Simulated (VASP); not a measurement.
Here is a VASP 6.6.1 calculation.

INCAR

```
SYSTEM = TiN
PREC = Accurate ; ENCUT = 900
EDIFF = 1E-7 ; ISMEAR = 0
SIGMA = 0.02 ; LREAL = .FALSE.
LASPH = .TRUE. ; NELM = 60
ALGO = Normal ; ISIF = 3
LWAVE = .FALSE. ; LCHARG = .FALSE.
GGA = PE ; IBRION = 2
NSW = 80 ; EDIFFG = -0.002
```

File KPOINTS:

```
Automatic mesh
0
G
  12 12 12
  0 0 0
```

POSCAR

```
TiN
1.0
    0.0000000000      2.1190000000      2.1190000000
    2.1190000000      0.0000000000      2.1190000000
    2.1190000000      2.1190000000      0.0000000000
Ti N
1 1
Direct
    0.0000000000      0.0000000000      0.0000000000
    0.5000000000      0.5000000000      0.5000000000
```

Potentials or basis: VASP PAW PBE potentials, release 64 (Ti_sv, N_h).

Launch:

```console
$ cat potpaw_PBE.64/Ti_sv/POTCAR potpaw_PBE.64/N_h/POTCAR > POTCAR
$ mpirun -np 1 vasp_std > vasp.out
```

**Question.** What does it give for the space group after relaxing (to 0.05 Å)?

**Answer.** Fm-3m (No. 225).

**Question.** Estimate the relaxed volume.

**Answer.** 9.58 Å³/atom.

Final structure:
```xyz
2
Lattice="0.0000 2.1240 2.1240 2.1240 0.0000 2.1240 2.1240 2.1240 0.0000" Properties=species:S:1:pos:R:3 pbc="T T T"
Ti    0.0000    0.0000    0.0000
N     2.1240    2.1240    2.1240
```

Caveat: the cutoff is under 1.25 times the usual one of these potentials, so pressure, stress and relaxed cells hold a basis-set (Pulay) error. Zero-point motion and thermal expansion aren't in these numbers.
